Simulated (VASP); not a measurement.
Wanted: the native input for a VASP 6.6.1 run.

| Item | Value |
| --- | --- |
| Task | band structure |
| Functional | HSE06 |
| Potentials or basis | VASP PAW PBE potentials, release 64 (In_d, As) |
| Cutoff | 520 eV |
| k mesh | 6 × 6 × 6 |
| Occupations | gaussian, width 0.02 eV |
| Spin | no spin polarisation |
| Grid for exact exchange (PRECFOCK) | Fast |
| Screening parameter | 0.2 1/A |
| Further INCAR settings | ALGO = Normal; EDIFF = 1e-06; NBANDS = 16 |

InAs:

```
In As
1.0
     0.00000    3.01800    3.01800
     3.01800    0.00000    3.01800
     3.01800    3.01800    0.00000
In As
1 1
Direct
  0.00000 0.00000 0.00000
  0.25000 0.25000 0.25000
```

The input as run:

POSCAR

```
InAs
1.0
    0.0000000000      3.0180000000      3.0180000000
    3.0180000000      0.0000000000      3.0180000000
    3.0180000000      3.0180000000      0.0000000000
In As
1 1
Direct
    0.0000000000      0.0000000000      0.0000000000
    0.2500000000      0.2500000000      0.2500000000
```

INCAR.step1

```
  PREC = Accurate
  ENCUT = 520
  EDIFF = 1E-5
  ISMEAR = 0
  SIGMA = 0.02
  LREAL = F
  LASPH = T
  NELM = 100
  ALGO = Normal
  ISIF = 2
  LWAVE = T
  LCHARG = F
  NBANDS = 16
  GGA = PE
```

INCAR.step2

```
  PREC = Accurate
  ENCUT = 520
  EDIFF = 1E-6
  ISMEAR = 0
  SIGMA = 0.02
  LREAL = F
  LASPH = T
  NELM = 100
  ALGO = Normal
  ISIF = 2
  LWAVE = F
  LCHARG = F
  GGA = PE
  LHFCALC = T
  HFSCREEN = 0.2
  PRECFOCK = Fast
  NBANDS = 16
  ISTART = 1
```

KPOINTS

```
Automatic mesh
0
Gamma
  6 6 6
```

KPOINTS_OPT

```
path GXWKGLUWLK,UX
8
line-mode
reciprocal
 0.0000000000  0.0000000000  0.0000000000  G
 0.5000000000  0.0000000000  0.5000000000  X

 0.5000000000  0.0000000000  0.5000000000  X
 0.5000000000  0.2500000000  0.7500000000  W

 0.5000000000  0.2500000000  0.7500000000  W
 0.3750000000  0.3750000000  0.7500000000  K

 0.3750000000  0.3750000000  0.7500000000  K
 0.0000000000  0.0000000000  0.0000000000  G

 0.0000000000  0.0000000000  0.0000000000  G
 0.5000000000  0.5000000000  0.5000000000  L

 0.5000000000  0.5000000000  0.5000000000  L
 0.6250000000  0.2500000000  0.6250000000  U

 0.6250000000  0.2500000000  0.6250000000  U
 0.5000000000  0.2500000000  0.7500000000  W

 0.5000000000  0.2500000000  0.7500000000  W
 0.5000000000  0.5000000000  0.5000000000  L

 0.5000000000  0.5000000000  0.5000000000  L
 0.3750000000  0.3750000000  0.7500000000  K

 0.6250000000  0.2500000000  0.6250000000  U
 0.5000000000  0.0000000000  0.5000000000  X
```

Potentials or basis: VASP PAW PBE potentials, release 64 (In_d, As).

Command:

```sh
$ cat potpaw_PBE.64/In_d/POTCAR potpaw_PBE.64/As/POTCAR > POTCAR
$ cp INCAR.step1 INCAR
$ mpirun -np 1 vasp_std > vasp.out
$ cp INCAR.step2 INCAR
$ mpirun -np 1 vasp_std > vasp.out
```

Results of the run:

```yaml
Pressure: 2.0 GPa
Band_gap_on_the_k_mesh: 0.58 eV, direct
Band_gap_along_the_path: 0.58 eV, direct
```

Caveat: the PAW data sets were made with another functional, which shifts forces and pressure a little; spin-orbit coupling is left out, which moves the levels of the heavy elements.

It took 53 min on 1 thread of Intel(R) Xeon(R) 6975P-C (Granite Rapids), with other jobs on the host, peak memory 0.35 GiB.
